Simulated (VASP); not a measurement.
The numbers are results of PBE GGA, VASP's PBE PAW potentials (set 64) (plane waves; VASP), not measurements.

VASP input:

### POSCAR
```
Ni3Fe
1.0
  3.5958910000   0.0000000000   0.0000000000
  0.0000000000   3.6495380000   0.0000000000
  0.0000000000   0.0000000000   3.5884310000
Fe Ni
1 3
Cart
  0.0000000000   0.0000000000   0.0000000000
  0.0000000000   1.8247690000   1.7942155000
  1.7979455000   0.0000000000   1.7942155000
  1.8875047612   1.8247690000   0.0000000000
```

### INCAR
```
ALGO=Normal
EDIFF=1E-6
ENCUT=250
GGA=PE
ISIF=2
ISMEAR=1
ISPIN=2
LASPH=T
LCHARG=F
LMAXMIX=4
LORBIT=10
LREAL=F
LWAVE=F
MAGMOM=3.0 0.7 0.7 0.7
NELM=100
PREC=Accurate
SIGMA=0.1
SYSTEM=Ni3Fe
```

**KPOINTS**
```
Automatic mesh
0
Gamma
8 8 8
0 0 0
```

POTCAR, in this order: Fe Ni (PBE.64 set). Program: vasp_std.

Output

OSZICAR:
```
       N       E                     dE             d eps       ncg     rms          rms(c)
DAV:   1     0.155785353836E+03    0.15579E+03   -0.10911E+04 13352   0.109E+03
DAV:   2    -0.220656672111E+02   -0.17785E+03   -0.16972E+03 13060   0.263E+02
DAV:   3    -0.290171918882E+02   -0.69515E+01   -0.66763E+01 13574   0.684E+01
DAV:   4    -0.290807959098E+02   -0.63604E-01   -0.63515E-01 14078   0.625E+00
DAV:   5    -0.290821341321E+02   -0.13382E-02   -0.13381E-02 13906   0.829E-01    0.196E+01
DAV:   6    -0.266285968721E+02    0.24535E+01   -0.40849E+01 13598   0.862E+01    0.235E+01
DAV:   7    -0.300692887716E+02   -0.34407E+01   -0.26412E+01 15250   0.107E+02    0.278E+01
DAV:   8    -0.245749668566E+02    0.54943E+01   -0.16958E+01 15124   0.460E+01    0.701E+00
DAV:   9    -0.248455442420E+02   -0.27058E+00   -0.10647E+00 15718   0.200E+01    0.564E+00
DAV:  10    -0.247936837192E+02    0.51861E-01   -0.41167E-01 14584   0.180E+01    0.339E+00
DAV:  11    -0.247554657986E+02    0.38218E-01   -0.18851E-01 17526   0.102E+01    0.147E+00
DAV:  12    -0.247610633828E+02   -0.55976E-02   -0.45229E-02 16142   0.214E+00    0.139E+00
DAV:  13    -0.247638191588E+02   -0.27558E-02   -0.90707E-03 14956   0.254E+00    0.724E-01
DAV:  14    -0.247630994315E+02    0.71973E-03   -0.43410E-03 16132   0.172E+00    0.348E-01
DAV:  15    -0.247632256044E+02   -0.12617E-03   -0.15908E-03 17398   0.743E-01    0.838E-02
DAV:  16    -0.247632870411E+02   -0.61437E-04   -0.26419E-04 14226   0.153E-01    0.745E-02
DAV:  17    -0.247632828241E+02    0.42170E-05   -0.39672E-05 15754   0.133E-01    0.217E-02
DAV:  18    -0.247632823836E+02    0.44051E-06   -0.85478E-06 13246   0.573E-02
   1 F= -.24763282E+02 E0= -.24762594E+02  d E =-.206633E-02  mag=     4.9349
```

OUTCAR:
```
------------------------ aborting loop because EDIFF is reached ----------------------------------------
  FORCE on cell =-STRESS in cart. coord.  units (eV):
  Direction    XX          YY          ZZ          XY          YZ          ZX
  --------------------------------------------------------------------------------------
  Total       -6.1428965     -6.5902468     -6.0954652      0.0000000      0.0000000      0.0000000
  in kB     -208.9944587   -224.2142726   -207.3807444      0.0000000      0.0000000      0.0000000
  external PRESSURE =    -213.5298252 kB  Pullay stress =       0.0000000 kB
  volume of cell :       47.09
      direct lattice vectors                 reciprocal lattice vectors
     3.595891000  0.000000000  0.000000000     0.278095193  0.000000000  0.000000000
     0.000000000  3.649538000  0.000000000     0.000000000  0.274007285  0.000000000
     0.000000000  0.000000000  3.588431000     0.000000000  0.000000000  0.278673325
 POSITION                                       TOTAL-FORCE (eV/Angst)
 -----------------------------------------------------------------------------------
      0.00000      0.00000      0.00000         0.209507      0.000000      0.000000
      0.00000      1.82477      1.79422         0.312459      0.000000      0.000000
      1.79795      0.00000      1.79422         0.045259      0.000000      0.000000
      1.88750      1.82477      0.00000        -0.567225      0.000000      0.000000
 -----------------------------------------------------------------------------------
    total drift:                               -0.000204     -0.000000     -0.000001
  FREE ENERGIE OF THE ION-ELECTRON SYSTEM (eV)
  ---------------------------------------------------
  free  energy   TOTEN  =       -24.7632823836 eV

  energy  without entropy=      -24.7612160513  energy(sigma->0) =      -24.76259361

 total charge

# of ion       s       p       d       tot
------------------------------------------
    1        0.454   0.457   6.095   7.006
    2        0.481   0.458   8.324   9.264
    3        0.480   0.458   8.322   9.260
    4        0.482   0.459   8.325   9.266
--------------------------------------------------
tot          1.897   1.832  31.067  34.796

 magnetization (x)

# of ion       s       p       d       tot
------------------------------------------
    1        0.013  -0.001   2.980   2.992
    2       -0.015  -0.043   0.725   0.668
    3       -0.015  -0.042   0.736   0.679
    4       -0.015  -0.043   0.727   0.669
--------------------------------------------------
tot         -0.031  -0.128   5.168   5.008
```
(Selected blocks of OUTCAR.)

### OUTCAR
```
 val. band max:        7.8257045500   @ k =   0.5000   0.3750   0.5000

 cond. band min:       7.8300157054   @ k =   0.1250   0.5000   0.1250


 Fermi energy:         7.8286879893

 spin component 1

 k-point     1 :       0.0000    0.0000    0.0000
  band No.  band energies     occupation
      1      -0.8310      1.00000
      2       2.8281      1.00000
      3       2.8297      1.00000
      4       3.5215      1.00000
      5       3.5247      1.00000
      6       3.5350      1.00000
      7       3.5372      1.00000
      8       5.1802      1.00000
      9       5.2629      1.00000
     10       5.2683      1.00000
     11       6.0970      1.00000
     12       6.1826      1.00000
     13       6.9299      1.00000
     14       6.9632      1.00000
     15       6.9899      1.00000
     16       7.0022      1.00000
     17       7.0159      1.00000
     18       7.0567      1.00000
     19       7.1371      1.00000
     20       7.1393      1.00000
     21       7.1998      1.00000
     22       9.8514      0.00000
     23      10.2113      0.00000
     24      10.2222      0.00000
     25      16.0095      0.00000
     26      16.3143      0.00000

 k-point     2 :       0.1250    0.0000    0.0000
  band No.  band energies     occupation
      1      -0.6360      1.00000
      2       2.8884      1.00000
      3       2.9168      1.00000
      4       3.5686      1.00000
      5       3.5803      1.00000
      6       3.6034      1.00000
      7       3.6040      1.00000
      8       5.2042      1.00000
      9       5.2304      1.00000
     10       5.3069      1.00000
     11       6.0717      1.00000
     12       6.1607      1.00000
     13       6.6817      1.00000
     14       6.7417      1.00000
     15       6.8693      1.00000
     16       6.9078      1.00000
     17       6.9520      1.00000
     18       6.9822      1.00000
     19       7.0094      1.00000
     20       7.0475      1.00000
...
```

At this cut-off the stress carries a Pulay error, which pulls relaxed volumes low.

The compound is Ni3Fe in the L1_2 structure. The cell was not relaxed at this level, atoms are displaced from their ideal sites. The run is one of a series of settings (ENCUT = 250 against the base run), some of them coarse on purpose.
